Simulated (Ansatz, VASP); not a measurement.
# SiO2: VASP beside Ansatz

Wanted: the spread between two codes on one cell, functional and k mesh. The cell is taken from a series of runs on this material, whose earlier steps may have relaxed, scaled, displaced or heated it; both programs get it as it stands.

Main program and level: Ansatz 0.2.0; plane waves, with VASP 6.6.1 beside it; G0W0 gap at LDA.

## (1) The structure

The structure is tetragonal, space group P4_32_12 (No. 96). Conventional cell: a = 4.933 Å, b = 4.933 Å, c = 6.400 Å, α = 90.00°, β = 90.00°, γ = 90.00°. Nearest to Si lie 4 O at 1.61 Å. Nearest to O lie 2 Si at 1.61 Å. Farther neighbours and most contacts between anions are not listed.

## (2) Ansatz: G0W0 gap, LDA

Ansatz runs on its PAW soft_1 files.

Quasiparticle shifts depend on high empty states and on the cores, so they are the hardest test of two PAW sets.

input.yaml reads:

```yaml
crystal:
  lattice:
    - [4.9329, 0.0, 0.0]
    - [0.0, 4.9329, 0.0]
    - [0.0, 0.0, 6.399855]
  atoms:
    - { symbol: Si, position: [0.8150006241, 0.8150006241, 0.5] }
    - { symbol: Si, position: [0.6849993759, 0.3150006241, 0.25] }
    - { symbol: Si, position: [0.1849993759, 0.1849993759, 0.0] }
    - { symbol: Si, position: [0.3150006241, 0.6849993759, 0.75] }
    - { symbol: O, position: [0.2681986737, 0.3692509667, 0.8022845888] }
    - { symbol: O, position: [0.1307490333, 0.7681986737, 0.5522845888] }
    - { symbol: O, position: [0.7318013263, 0.6307490333, 0.3022845888] }
    - { symbol: O, position: [0.8692509667, 0.2318013263, 0.0522845888] }
    - { symbol: O, position: [0.7681986737, 0.1307490333, 0.4477154112] }
    - { symbol: O, position: [0.6307490333, 0.7318013263, 0.6977154112] }
    - { symbol: O, position: [0.2318013263, 0.8692509667, 0.9477154112] }
    - { symbol: O, position: [0.3692509667, 0.2681986737, 0.1977154112] }
kpoints:
  mp_grid: { grid: [4, 4, 2] }
hamiltonian:
  xc: lda
  pseudopotentials: { kind: paw, azcp: { folder: soft_1 }, xc_functional: pbe }
scf:
  occupations: { method: fixed }
gw:
  n_empty_bands: 591
  ecut_chi: 140
  qp_bands: [v4, c4]
  qp_kpoints: band_edges
  screening: { model: contour_deformation }
```

On the command line:

```bash
> ansatz run input.yaml --threads 4 --pin off --max-ram 138240MiB --backend cuda --events-out ev --progress --plain --runs-dir out --devices 1 --max-vram 26GiB
```

Numbers of over 12 decimals in the logs are rounded to 6 here.

Log:

```text
GPUs: using 1 of 1 available (devices: 1).
Engine: ansatz 0.2.0, x86_64-unknown-linux-gnu
Pseudopotentials: kind: paw
Pseudopotential: Si, paw, valence charge 4, recommended cutoff 420 eV (normal), soft_1/Si.paw.azcp
Pseudopotential: O, paw, valence charge 6, recommended cutoff 420 eV (normal), soft_1/O.paw.azcp
Functional definition: SPW92
  exchange = slater_x
  correlation = pw_c
device memory: the entry about to start is reckoned to put 3.0 GiB on a device that reports 38.5 GiB free (of which the cap on the GPU budget leaves the run 26.0 GiB)
GPU FFT provider: cuFFT
GPU libraries: cuBLAS 13.8.2, cuFFT 12.4.0, cuSOLVER 12.3.4
Crystal: 12 atoms, lattice volume = 155.731 Å³
Basis set: ecut = 420 eV, 3073 PW (Γ)
Bands: 44, of which v1, the nominal top of the filled ones, is band 32 counted from 1 (31 counted from 0)
Symmetry: 8 space group operations
Space group: P43212 (ITA 96), of the structure as read, at distance tolerance 5.4e-5 Å
k-points: 12 of 32
Non-local potential: Si, projectors of the file, l = 0: 2, l = 1: 2, l = 2: 1
Non-local potential: O, projectors of the file, l = 0: 2, l = 1: 2, l = 2: 1
PAW form: soft (Blöchl's): semilocal exchange-correlation on the pseudo side does not see the compensation charge
PAW frozen core: Si, regenerated for the run's functional, and the local potential with it (the file was generated under x = pbe(κ = 0.804, μ = 0.219515), c = pbe(β = 0.066725))
PAW frozen core: O, regenerated for the run's functional, and the local potential with it (the file was generated under x = pbe(κ = 0.804, μ = 0.219515), c = pbe(β = 0.066725))
PAW one-centre angular grid: Si, 110 points (default); XC on 64 Gauss nodes
PAW one-centre angular grid: O, 110 points (default); XC on 64 Gauss nodes
Initial density: superposition of atomic densities (chi_scale 0.1, normalization cell, long waves kept (reshape's long-wave potential 0.00 eV rms))
Initial wavefunctions: pseudopotential atomic-orbital guess
GPU buffer pool allocated for 58320 grid points (all kernels)
GPU transforms: local potential and band sums: pruned to the plane-wave sphere, on 36×36×45
Functional: x = slater, c = lda
SCF iter   1: F=—  HF=-6897.046468 eV  |F-HF|=—  |Δ(HF+E_count)|=         —  Δρ=1.24e-1  dr2=2.12e1  ethr=3.10e-3  ⟨swp⟩=4.7  Hψ=2159  notcnv=0  defer=102
preconditioner: auto → Resta (q_TF=auto, 2.352 Å⁻¹)  ε∞=2.8  [insulator: Δε(μ)=7.101 eV  Ē_g=17.946 eV  n_scr=36 (ndim 8)  ℏωp=23.8 eV  f_vac=0.038  ε∞_Penn≈2.8]
SCF iter   2: F=—  HF=-6891.038654 eV  |F-HF|=—  |Δ(HF+E_count)|=    6.01e0  Δρ=4.23e-2  dr2=1.17e0  ethr=3.10e-3  ⟨swp⟩=3.9  Hψ=1360  notcnv=0  defer=101
SCF iter   3: F=—  HF=-6890.772304 eV  |F-HF|=—  |Δ(HF+E_count)|=   2.66e-1  Δρ=2.01e-2  dr2=3.60e-1  ethr=1.83e-3  ⟨swp⟩=2.0  Hψ=491  notcnv=0  defer=114
SCF iter   4: F=—  HF=-6890.689719 eV  |F-HF|=—  |Δ(HF+E_count)|=   8.26e-2  Δρ=1.42e-3  dr2=2.20e-3  ethr=5.63e-4  ⟨swp⟩=3.2  Hψ=879  notcnv=0  defer=117
SCF iter   5: F=—  HF=-6890.691138 eV  |F-HF|=—  |Δ(HF+E_count)|=   1.42e-3  Δρ=1.91e-4  dr2=8.97e-5  ethr=3.44e-6  ⟨swp⟩=2.3  Hψ=806  notcnv=0  defer=117
SCF iter   6: F=—  HF=-6890.691151 eV  |F-HF|=—  |Δ(HF+E_count)|=   1.25e-5  Δρ=4.42e-5  dr2=3.80e-6  ethr=1.40e-7  ⟨swp⟩=2.8  Hψ=996  notcnv=0  defer=116
SCF iter   7: F=-6890.691153 eV  HF=-6890.691153 eV  |F-HF|=3.37e-8  |Δ(HF+E_count)|=   1.56e-6  Δρ=6.96e-6  dr2=9.56e-8  ethr=1.56e-10  ⟨swp⟩=12.6  Hψ=3208  notcnv=0
SCF 1 converged in 7 iterations: F = -6890.691153 eV  dr2 = 9.56e-8
  greatest PAW one-centre occupation: 0.856 electrons in one spin orbital (limit 2), on the O atom at site 11 (counted from 0), in its partial waves of l = 0
device memory: the entry about to start is reckoned to put 3.8 GiB (of the 3.9 GiB reckoned in all, the device holds 0.1 GiB already) on a device that reports 38.4 GiB free (of which the cap on the GPU budget leaves the run 26.0 GiB)
NSCF: frozen V_eff on 12 k-points
the band table was solved once the SCF had ended and its energy, with any forces and stress, was formed, with the checks that follow a solve (2345 applications of the Hamiltonian). They found nothing against the state; the energy, forces and stress were not computed again (output.eigenvalues in the input reference)
device memory: the entry about to start is reckoned to put 11.0 GiB on a device that reports 38.5 GiB free (of which the cap on the GPU budget leaves the run 26.0 GiB)
NSCF: frozen V_eff on 12 k-points
G₀W₀ screening: q 1/12
[... further progress lines ...]
SCF converged after 7 iterations
Free energy (F): -6890.691153 eV
Harris-Foulkes:  -6890.691153 eV  (|F-HF|=3.37e-8)
Internal energy: -6890.691153 eV  (E = F + TS)
E sigma→0 (E₀):  -6890.691153 eV
Fermi energy:    1.964496 eV
--- Per-component energies (eV) ---
  E_band       = -317.400914
  E_kinetic    = 1548.679901
  E_local      = -4073.184920  (includes V_loc(G=0)·N_el)
  E_nonlocal   = 529.574488
  E_hartree    = 1488.141251
  E_xc         = -791.222381
[...]
--- G₀W₀: contour deformation, 6 samples at zero and on the imaginary axis and 2 off it, 32 q-points, 591 empty bands' worth ---
  eigenvalues of the whole cell's RPA ε∞ on this k-mesh (on a slab, of 1 + 4πα/V) = 2.3059, 2.3681, 2.3681; static W/v taken at q = 0 is 0.427921
  bands read: the sum over 623 bands ends inside a degenerate multiplet in 9 slots, whose members it reads at an even weight; the widest, k=11: bands 621 to 624 (counted from 1) at 3/4 each
  gw.qp_kpoints: band_edges: 11 of 12 stored k-points solved, in 1 pass; an edge of the gap read off the rows below is read off those points alone
    valence top: of the k-points left out ik 8 came nearest to being solved in a further pass, in band 32 (counted from 1, as in the quasiparticle table): it holds the edge there only if its correction is more favourable than any solved in that band by at least 0.543 eV; those differ by 0.066 eV
    conduction bottom: of the k-points left out ik 8 came nearest to being solved in a further pass, in band 33 (counted from 1, as in the quasiparticle table): it holds the edge there only if its correction is more favourable than any solved in that band by at least 2.449 eV; those differ by 0.476 eV
    ik  band        ε_KS         Σx   Σc(E_QP)       V_xc       Z   E_QP_lin       E_QP  E_QP is
     0    29      1.0718   -26.4819     4.1609   -20.6132  0.8029    -0.6609    -0.6359  root
     0    30      1.4918   -26.7990     4.1746   -20.9537  0.8027    -0.2023    -0.1789  root
     0    31      1.4918   -26.7990     4.1746   -20.9537  0.8027    -0.2023    -0.1789  root
     0    32      1.9645   -26.7739     4.1137   -21.0347  0.8039     0.3176     0.3391  root
     0    33      7.5449    -7.6353    -3.4642   -12.6091  0.8653     9.0661     9.0545  root
     0    34     10.6076    -6.2896    -4.0780   -12.2169  0.8583    12.4787    12.4569  root
     0    35     10.6076    -6.2896    -4.0780   -12.2169  0.8583    12.4787    12.4569  root
     0    36     11.2501    -6.1566    -4.1198   -12.1882  0.8585    13.1856    13.1618  root
     1    29      1.2082   -26.3749     4.1656   -20.4981  0.8028    -0.5281    -0.5029  root
     1    30      1.2082   -26.3749     4.1656   -20.4981  0.8028    -0.5281    -0.5029  root
     1    31      1.5170   -26.3408     4.1468   -20.5072  0.8030    -0.1940    -0.1698  root
     1    32      1.5170   -26.3408     4.1468   -20.5072  0.8030    -0.1940    -0.1698  root
     1    33      8.9723    -8.6289    -3.5632   -13.8886  0.8560    10.6850    10.6687  root
     1    34      8.9723    -8.6289    -3.5632   -13.8886  0.8560    10.6850    10.6687  root
     1    35     10.9820    -5.8925    -4.1184   -11.8749  0.8585    12.8683    12.8459  root
     1    36     10.9820    -5.8925    -4.1184   -11.8749  0.8585    12.8683    12.8459  root
     2    29      0.9806   -26.2958     4.1871   -20.3749  0.8020    -0.7796    -0.7532  root
     2    30      1.3953   -26.6963     4.1735   -20.8438  0.8026    -0.3077    -0.2838  root
     2    31      1.4191   -26.6813     4.1752   -20.8238  0.8027    -0.2870    -0.2631  root
     2    32      1.7907   -26.5511     4.1082   -20.7956  0.8038     0.1211     0.1435  root
     2    33      8.2238    -7.9862    -3.4820   -13.0447  0.8615     9.8136     9.8003  root
     2    34     10.7479    -6.3637    -4.0509   -12.2646  0.8573    12.6199    12.5978  root
     2    35     10.7534    -6.4668    -3.9876   -12.2867  0.8573    12.6072    12.5857  root
     2    36     11.0100    -7.8598    -4.1388   -14.0055  0.8521    13.0433    13.0169  root
[...]
11    29      1.4346   -26.5108     4.1451   -20.6921  0.8026    -0.2628    -0.2389  root
    11    30      1.4346   -26.5108     4.1451   -20.6921  0.8026    -0.2628    -0.2389  root
    11    31      1.4346   -26.5108     4.1451   -20.6921  0.8026    -0.2628    -0.2389  root
    11    32      1.4346   -26.5108     4.1451   -20.6921  0.8026    -0.2628    -0.2389  root
    11    33     10.9336    -7.9268    -3.9555   -13.7892  0.8498    12.8649    12.8404  root
    11    34     10.9336    -7.9268    -3.9555   -13.7892  0.8498    12.8649    12.8404  root
    11    35     10.9336    -7.9268    -3.9555   -13.7892  0.8498    12.8649    12.8404  root
    11    36     10.9336    -7.9268    -3.9555   -13.7892  0.8498    12.8649    12.8404  root
```

[end of part 1 of 2]

[Lines on the potential files, build, host, timing and source positions are cut from VASP's logs without a mark.]

[Logs are printed without paths, hosts, clocks, repeated set-up lines and the standing remarks that a program may print on its own settings, such as how far it seeks lower states.]

[Hosts, paths, dates, database ids (printed as entryN), source tags and the programs' standing remarks are cut or masked in the printed files.]
